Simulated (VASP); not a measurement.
# Ru: single point with PBEsol

Slab: Ru, a slab with vacuum.

```
Ru
1.0
     2.68790    0.00000    0.00000
    -1.34395    2.32779    0.00000
     0.00000    0.00000   27.76563
Ru
7
Direct
  0.33333 0.66667 0.27265
  0.66667 0.33333 0.34628
  0.33333 0.66667 0.42302
  0.66667 0.33333 0.50000
  0.33333 0.66667 0.57698
  0.66667 0.33333 0.65372
  0.33333 0.66667 0.72735
```

- Program: VASP 6.6.1
- Task: single point
- Functional: PBEsol
- Potentials or basis: VASP PAW PBE potentials, release 64 (Ru_pv)
- Cutoff: 520 eV
- k mesh: 15 × 15 × 1
- Occupations: methfessel-paxton, width 0.1 eV
- Spin: no spin polarisation
- Dipole correction: yes
- Further INCAR settings: ALGO = Normal; EDIFF = 1e-06

```yaml
Largest_force: 0.003 eV/Å
Band_gap_on_the_k_mesh: none (metal or under the smearing width)
Work_function_of_the_upper_face: 5.14 eV
Work_function_of_the_lower_face: 5.14 eV
```

Forces in eV/Å, atoms in the order of the input:
```
Ru   0.000  0.000 -0.003
Ru   0.000  0.000  0.003
Ru   0.000  0.000  0.002
Ru   0.000  0.000  0.000
Ru   0.000  0.000 -0.002
Ru   0.000  0.000 -0.003
Ru   0.000  0.000  0.003
```

Levels at points of the mesh, in eV from the Fermi level:
```tsv
k point	band 45	band 46	band 47	band 48	band 49	band 50	band 51	band 52
(0.00, 0.00, 0.00)	-2.01	-2.01	-1.73	-1.15	-1.15	-0.67	-0.67	-0.49
```

Core levels (eV, on the scale of the bands):
```tsv
atom	levels
1 Ru	1s -21925.5, 2s -3145.8, 2p -2816.4, 3s -547.5, 3p -439.3, 3d -265.3, 4s -68.1
2 Ru	1s -21925.9, 2s -3146.3, 2p -2816.8, 3s -547.9, 3p -439.7, 3d -265.7, 4s -68.5
3 Ru	1s -21925.7, 2s -3146.1, 2p -2816.6, 3s -547.7, 3p -439.5, 3d -265.5, 4s -68.3
4 Ru	1s -21925.7, 2s -3146.1, 2p -2816.6, 3s -547.7, 3p -439.5, 3d -265.5, 4s -68.3
5 Ru	1s -21925.7, 2s -3146.1, 2p -2816.6, 3s -547.7, 3p -439.5, 3d -265.5, 4s -68.3
6 Ru	1s -21925.9, 2s -3146.3, 2p -2816.8, 3s -547.9, 3p -439.7, 3d -265.7, 4s -68.5
```

It took 2.9 min on 4 MPI ranks on Intel(R) Xeon(R) Platinum 8259CL CPU @ 2.50GHz (Skylake/Cascade Lake) (shared host), peak memory 0.38 GiB a rank.

Caveat: the PAW data sets were made with another functional, which shifts forces and pressure a little.
